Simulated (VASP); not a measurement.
Here is the system:

```
CELL_PARAMETERS angstrom
      2.69529     0.00000     0.00000
      0.00000     2.69529     0.00000
      0.00000     0.00000     2.69529
ATOMIC_POSITIONS crystal
  Be 0.00000 0.00000 0.00000
  S  0.50000 0.50000 0.50000
```

Calculation: PBEsol GGA, VASP's PBE PAW potentials (set 64) (plane waves; VASP). Numerical set-up: 500 eV cut-off, 13×13×13 Γ-centred mesh, first-order Methfessel-Paxton smearing of 0.10 eV, potentials Be S.

Task: Estimate the energy per atom (σ→0), pressure, band gap (on the k-mesh) with the smallest direct gap where there is one.

Result: 
| Item | Result |
|---|---|
| band gap (on the k-mesh) | none (metal, semimetal or under 0.01 eV) |
| energy per atom (σ→0) | -3.679 eV/atom |
| pressure | 29.94 GPa |

The absolute energy has meaning only against runs of the same code, potentials and settings.

The structure was generated: BeS was put into the CsCl type type (Pm-3m), which need not be its known phase. It was relaxed first under an external pressure of 30 GPa.
